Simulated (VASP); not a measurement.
The system is InSb3.

```xyz
4
Lattice="0.0000 3.7946 3.7946 3.7946 0.0000 3.7946 3.7946 3.7946 0.0000" Properties=species:S:1:pos:R:3 pbc="T T T"
Sb    3.7946    3.7946    3.7946
Sb    5.6918    5.6918    5.6918
Sb    1.8973    1.8973    1.8973
In    0.0000    0.0000    0.0000
```

The cell comes from a database or a generator and needn't be the stable form of this composition.

```yaml
Program: VASP 6.6.1
Task: single point
Functional: PBEsol
Potentials_or_basis: VASP PAW PBE potentials, release 64 (Sb, In_d)
Cutoff: 520 eV
k_mesh: 6 × 6 × 6
Occupations: fermi-dirac, width 0.05 eV
Spin: no spin polarisation
```

On this cell: pressure -3.1 GPa; largest force zero by symmetry; band gap on the k mesh none (metal or under the smearing width).

The same run follows on a disturbed copy (atoms moved at random, drawn with an rms of 0.05 Å):

```xyz
4
Lattice="0.0000 3.7946 3.7946 3.7946 0.0000 3.7946 3.7946 3.7946 0.0000" Properties=species:S:1:pos:R:3 pbc="T T T"
Sb    3.7799    3.7577    3.8583
Sb    5.6264    5.6284    5.7000
Sb    1.9345    1.8573    1.9199
In    0.0151    0.0023   -0.0521
```

Problem. What changes?

Solution. The energy (extrapolated to zero smearing) moves by +3.3 meV/atom; pressure -3.0 GPa; largest force 0.188 eV/Å; band gap on the k mesh none (metal or under the smearing width).

Forces on the atoms (eV/Å):
```
Sb   0.023  0.030 -0.085
Sb   0.099  0.056 -0.025
Sb  -0.073  0.002 -0.049
In  -0.050 -0.088  0.158
```

Stress tensor (GPa, compression positive):
```
-2.92  0.06  0.06
 0.06 -3.07  0.27
 0.06  0.27 -3.01
```

Caveats: the PAW data sets were made with another functional, which shifts forces and pressure a little.
